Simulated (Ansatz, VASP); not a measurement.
One calculation of Li6GaSi2, two programs

File INCAR:

```
SYSTEM = Li6GaSi2
  PREC = Accurate
  ENCUT = 520
  EDIFF = 1E-6
  ISMEAR = -1
  SIGMA = 0.111
  LREAL = .False.
  LASPH = .True.
  NELM = 100
  ALGO = Normal
  ISIF = 2
  LWAVE = .False.
  LCHARG = .True.
  GGA = PE
  LELF = .True.
  LVHAR = .True.
  NBANDS = 30
```

The input KPOINTS:

```
Automatic mesh
0
Gamma
  3 3 6
  0 0 0
```

Contents of POSCAR:

```
Li6GaSi2
1.0
    3.3618310000      5.8228600000      0.0000000000
   -3.3618310000      5.8228600000      0.0000000000
    0.0000000000      0.0000000000      3.2995120000
Si Li Ga
2 6 1
Direct
    0.3333000000      0.3334000000      0.5000000000
    0.6667000000      0.6666000000      0.5000000000
    0.5996000000      0.4004000000      0.0000000000
    0.4004000000      0.0000000000      0.0000000000
    0.0000000000      0.5996000000      0.0000000000
    0.2418000000      0.7582000000      0.5000000000
    0.7582000000      0.0000000000      0.5000000000
    0.0000000000      0.2418000000      0.5000000000
    0.0000000000      0.0000000000      0.0000000000
```

Input for Ansatz:

```yaml
crystal:
  lattice:
    - [3.361831, 5.82286, 0.0]
    - [-3.361831, 5.82286, 0.0]
    - [0.0, 0.0, 3.299512]
  atoms:
    - { symbol: Si, position: [0.3333, 0.3334, 0.5] }
    - { symbol: Si, position: [0.6667, 0.6666, 0.5] }
    - { symbol: Li, position: [0.5996, 0.4004, 0.0] }
    - { symbol: Li, position: [0.4004, 0.0, 0.0] }
    - { symbol: Li, position: [0.0, 0.5996, 0.0] }
    - { symbol: Li, position: [0.2418, 0.7582, 0.5] }
    - { symbol: Li, position: [0.7582, 0.0, 0.5] }
    - { symbol: Li, position: [0.0, 0.2418, 0.5] }
    - { symbol: Ga, position: [0.0, 0.0, 0.0] }
  symmetry: { tolerance: 0.0003 }
kpoints:
  mp_grid: { grid: [3, 3, 6], shift: [0, 0, 0] }
magnetization:
  spin_polarized: false
scf:
  occupations: { method: fermi_dirac, width: 0.111 }
hamiltonian:
  pseudopotentials: { kind: paw }
  xc: pbe
basis:
  ecutwfc: 420
output:
  forces: true
  stress: true
  eigenvalues: true
  write_density: true
  write_potential: true
  elf: true
  volumetric_format: npy
```

The cell was built by a generator and needn't be a form met in nature.

Alike in both runs: task single point; functional PBE; k mesh 3 × 3 × 6; occupations fermi-dirac, width 0.111 eV; no spin polarisation.

```csv
,VASP,Ansatz
version,VASP 6.6.1,Ansatz 0.2.0
potentials or method,"VASP PAW PBE potentials, release 64 (Si, Li_sv, Ga_d)",PAW plane waves
plane-wave cutoff (eV),520,420
valence electrons in the cell,39,39
```

```tsv
	VASP	Ansatz	Ansatz less VASP
gap on the k mesh at the Fermi level (eV)	none	none	-
rms of the force components (eV/Å)	0.446	0.443	-0.0031
```

Atom by atom the forces differ by 0.003 eV/Å (rms over components). A gap of «none» marks a metal or a gap that the smearing closes. Ansatz warned: «structure_snapped_to_symmetry».

Caveats: forces of over 1 eV/Å show positions far from the minimum, so gaps and moduli don't describe the material at rest.
